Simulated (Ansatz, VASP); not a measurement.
# Two plane-wave programs on AlB2Ru3

```
CELL_PARAMETERS angstrom
2.76474 0.00000 0.00000
0.00000 2.76474 0.00000
0.00000 0.00000 8.71217
ATOMIC_POSITIONS crystal
Al 0.00000 0.00000 0.00000
B 0.00000 0.00000 0.32980
B 0.00000 0.00000 0.67020
Ru 0.50000 0.50000 0.20039
Ru 0.50000 0.50000 0.50000
Ru 0.50000 0.50000 0.79961
```

Change from the starting cell: species swapped into the Pr3MgAl2 type (P4/mmm, No. 123).

Alike in both runs: functional PBE; k mesh 6 × 6 × 2; occupations gaussian, width 0.1 eV; no spin polarisation.

Ansatz relaxed the structure, and its values are those at the end. VASP's run is a single point on that final structure, the one shown.

```csv
,VASP,Ansatz
version,VASP 6.6.1,Ansatz 0.2.0
potentials or method,"VASP PAW PBE potentials, release 64 (Al, B, Ru_pv)","scalar-relativistic, plane waves, PAW"
plane-wave cutoff (eV),520,420
valence electrons in the cell,51,57
```

|  | VASP | Ansatz | Ansatz less VASP |
| --- | --- | --- | --- |
| gap on the k mesh at the Fermi level (eV) | none | none | - |
| pressure (GPa) | 0.1 | 0.1 | 0.00 |
| rms of the force components (eV/Å) | 0.008 | 0.008 | +0.0001 |

A gap of «none» marks a metal or a gap that the smearing closes. With one functional, cell and mesh, what is left measures potentials, basis and numerics. The two sets of potentials don't hold the same shells in valence.

Caveats: the k mesh is coarse (spacing up to 0.38 Å⁻¹), so the values aren't converged.
